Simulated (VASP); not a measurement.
Energy against volume of GaP (zinc blende). These are r2SCAN meta-GGA, VASP's PBE PAW potentials (set 64) (plane waves; VASP) values and carry that method's errors. Run with 520 eV cut-off, 8×8×8 Γ-centred mesh, Gaussian smearing of 0.050 eV, potentials Ga_d P.

| V (Å³/atom) | E (eV/atom) |
|---|---|
| 19.628 | -10.72607 |
| 20.235 | -10.73154 |
| 20.842 | -10.72681 |
| 21.449 | -10.71359 |

**Question.** Fit these four points and predict the energy of the run at 19.021 Å³/atom.

**Answer.** A cubic in V^(−2/3), the third-order Birch-Murnaghan form, passes through the four points with V0 = 20.24 Å³/atom and B0 = 89 GPa, and gives -10.7083 eV/atom there. The run gave -10.7089 eV/atom, -0.6 meV/atom from the fit; all five points give B0 = 88 GPa.

The compound is GaP in the zinc blende structure. It was relaxed first.
